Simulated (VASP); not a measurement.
VASP runs on RbCl (space group Fm-3m) share one base input (PBE GGA, plane waves, VASP's PBE PAW potentials (set 64)) and change the settings named in each case.

### KPOINTS
```
Automatic mesh
0
gamma
7 7 7
0 0 0
```

**POSCAR**
```
RbCl
1
    0.0000000000     3.3520490000     3.3520490000
    3.3520490000     0.0000000000     3.3520490000
    3.3520490000     3.3520490000     0.0000000000
Rb Cl
1 1
Direct
  0.0000000000   0.0000000000   0.0000000000
  0.5000000000   0.5000000000   0.5000000000
```

**INCAR**
```
ALGO=Normal
EDIFF=1E-6
ENCUT=300
GGA=PE
ISIF=2
ISMEAR=0
LASPH=.True.
LCHARG=.False.
LMAXMIX=4
LREAL=.False.
LWAVE=.False.
NELM=100
PREC=Accurate
SIGMA=0.01
SYSTEM=RbCl
```

POTCAR, in this order: Rb_sv Cl (PBE.64 set). Program: vasp_std.

```csv
change,E(σ→0) (eV/atom),pressure (GPa),−TS (eV)
base run,-3.3378,-0.19,0.0000
"EDIFF = 1E-09, ENCUT = 420, KPOINTS 10×10×10 Γ-centred mesh",-3.3379,-0.05,0.0000
"ENCUT = 240, SIGMA = 0.5, KPOINTS 6×6×6 Γ-centred mesh shifted by (0.5, 0.5, 0.5)",-3.3366,(withheld),0.0000
"ENCUT = 150, ISMEAR = -1, SIGMA = 0.5, KPOINTS 8×8×8 Γ-centred mesh",-3.3933,-17.31,-0.0338
"ENCUT = 210, ISMEAR = 1, SIGMA = 0.272, KPOINTS 8×8×8 Γ-centred mesh shifted by (0.5, 0.5, 0.5)",-3.3330,-3.64,0.0452
"EDIFF = 1E-04, ENCUT = 180, KPOINTS 6×6×6 Γ-centred mesh shifted by (0.5, 0.5, 0.5)",-3.3466,-7.78,0.0000
"EDIFF = 1E-04, SIGMA = 0.2, KPOINTS 4×4×4 Γ-centred mesh shifted by (0.5, 0.5, 0.5)",-3.3378,(withheld),0.0000
"AEXX = 0.2, AGGAC = 0.81, AGGAX = 0.72, ALDAC = 0.19, GGA = B3, HFRCUT = -1, ISYM = 3, LHFCALC = .TRUE., PRECFOCK = Fast, KPOINTS 2×2×2 Γ-centred mesh",-3.8163,0.21,0.0000
"AEXX = 0.25, HFSCREEN = 0.2, ISYM = 3, LHFCALC = .TRUE., PRECFOCK = Fast, KPOINTS 3×3×3 Γ-centred mesh",-3.8795,-0.43,0.0000
```

**Question.** Some entries are withheld; supply them.

**Answer.** 
- ENCUT = 240, SIGMA = 0.5, KPOINTS 6×6×6 Γ-centred mesh shifted by (0.5, 0.5, 0.5), pressure (GPa): -1.55
- EDIFF = 1E-04, SIGMA = 0.2, KPOINTS 4×4×4 Γ-centred mesh shifted by (0.5, 0.5, 0.5), pressure (GPa): -0.17

Energies of different potentials or functionals have different zeros.  At 300 eV the pressure can carry a Pulay error.

Left out are runs that ran out of time, are held back, or changed the cell or the kind of run, fixed moments of cells without a moment, rows past the twelfth, gaps on odd meshes, pressures of charged cells and columns that move by less than the noise.

The structure comes from a computed database's RbCl entry; how it stands against other phases isn't given here. The cell was not relaxed at this level, its lattice was scaled by up to 2.5 %.
